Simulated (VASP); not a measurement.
Runs of VASP 6.6.1 on Al. Symmetry: Fm-3m, No. 225, cubic system. Conventional cell: a = 4.050 Å, b = 4.050 Å, c = 4.050 Å, α = 90.00°, β = 90.00°, γ = 90.00°. Al (site symmetry m-3m) has 12 Al at 2.86 Å as nearest neighbours. 

```tsv
task	level	potentials or basis	cell	k mesh	cutoff (eV)	mesh quality	gap on the mesh (eV)	pressure (GPa)	relaxed volume (Å³/atom)
relaxation of cell and atoms	LDA	VASP PAW LDA potentials, release 64 (Al)	relaxed	18 × 18 × 18	600	not flagged	none	0.0	15.82
relaxation of cell and atoms	PBEsol	VASP PAW PBE potentials, release 64 (Al)	relaxed	18 × 18 × 18	580	not flagged	none	0.0	16.19
single point	PBEsol	VASP PAW PBE potentials, release 64 (Al)	as given	18 × 18 × 18	520	not flagged	none	-1.9	-
relaxation of cell and atoms	PBEsol	VASP PAW PBE potentials, release 64 (Al)	relaxed	18 × 18 × 18	480	not flagged	none	0.0	16.19
relaxation of cell and atoms	PBEsol	VASP PAW PBE potentials, release 64 (Al)	relaxed	18 × 18 × 18	600	not flagged	none	0.0	16.19
relaxation of cell and atoms	PBEsol	VASP PAW PBE potentials, release 64 (Al)	relaxed	18 × 18 × 18	300	not flagged	none	0.0	16.18
relaxation of cell and atoms	RPBE	VASP PAW PBE potentials, release 64 (Al)	relaxed	18 × 18 × 18	600	not flagged	none	0.0	(a)
relaxation of cell and atoms	PBEsol	VASP PAW PBE potentials, release 64 (Al)	relaxed	6 × 6 × 6	600	coarse	none	0.0	(b)
```

Alike in all rows: no spin polarisation; smearing gaussian 0.1 eV.

**Question.** Estimate the missing entries.

**Answer.** (a) 16.77; (b) 16.30.

Caveats: some runs use coarse meshes; the PAW data sets were made with another functional, which shifts forces and pressure a little (some runs).

A gap of «none» marks a metal or a gap under the smearing width.

Runs at the PBE level aren't shown here.
